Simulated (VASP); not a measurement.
```
CdHg2
1.0
    0.00000     2.85248     8.24118
    1.44352     0.00000     8.24118
    1.44352     2.85248     0.00000
Cd Hg
1 2
Direct
  0.00000   0.00000   0.00000
  0.33429   0.33429   0.66571
  0.66571   0.66571   0.33429
```

All values below come from PBEsol GGA, VASP's PBE PAW potentials (set 64) (plane waves; VASP 6.6.1). Settings: 400 eV cut-off, 13×13×13 Γ-centred mesh, tetrahedra with Blöchl corrections, potentials Cd Hg.

Unless said otherwise, spin-orbit coupling is left out, though it shifts the bands of the heavy elements here.

Q: What does the run give for the energy per atom (σ→0), band gap (on the k-mesh) with the smallest direct gap where there is one?

A: 
| Property | Value |
|---|---|
| band gap (on the k-mesh) | none (metal, semimetal or under 0.01 eV) |
| energy per atom (σ→0) | -0.763 eV/atom |

The structure comes from a computed database's CdHg2 entry (Fmmm); how it stands against other phases isn't given here. It was relaxed first, which changed the volume by -18 %.
